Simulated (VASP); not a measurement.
Given:

```
Pd2SrAs2
1.0
   -2.17990     2.17990     5.10971
    2.17990    -2.17990     5.10971
    2.17990     2.17990    -5.10971
Sr As Pd
1 2 2
Direct
  0.00000   0.00000   0.00000
  0.62379   0.62379   0.00000
  0.37621   0.37621   0.00000
  0.75000   0.25000   0.50000
  0.25000   0.75000   0.50000
```

Calculation: LDA (Ceperley-Alder, Perdew-Zunger), VASP's LDA PAW potentials (set 64) (plane waves; VASP). Run with 300 eV cut-off, 7×7×7 Γ-centred mesh, Fermi-Dirac smearing of 0.050 eV, potentials Sr_sv As Pd.

Problem. Give the energies of bands 10 to 23 at the high-symmetry points, in eV from the Fermi level.

Solution. 
```csv
band,Γ,X,P,N,M,S,R
10,-4.27,-4.25,-4.04,-4.27,-4.25,-4.45,-4.21
11,-3.66,-3.82,-4.04,-4.17,-4.00,-4.43,-3.84
12,-3.43,-3.48,-3.49,-3.75,-3.88,-3.56,-3.46
13,-3.43,-3.47,-3.33,-3.25,-3.88,-3.54,-3.42
14,-2.57,-3.24,-3.33,-3.15,-3.01,-3.18,-3.29
15,-2.46,-3.04,-3.00,-3.09,-2.23,-2.96,-3.14
16,-2.23,-2.53,-2.52,-3.09,-1.52,-2.92,-2.72
17,-1.47,-2.51,-2.52,-2.74,-1.52,-2.84,-2.54
18,-1.47,-1.93,-1.70,-1.91,-1.32,-0.78,-1.73
19,-1.32,-1.28,-1.70,-0.52,-0.12,-0.56,-1.04
20,0.59,-1.05,-0.86,0.55,0.63,-0.48,-0.87
21,0.59,-0.81,-0.86,1.25,1.35,1.64,-0.81
22,0.72,0.95,0.68,1.39,2.08,2.38,1.12
23,1.96,3.91,4.57,2.78,2.46,2.74,4.17
```

It has no gap at this level: it comes out as a metal or semimetal.

The structure comes from a computed database's Pd2SrAs2 entry; how it stands against other phases isn't given here. The cell was not relaxed at this level.
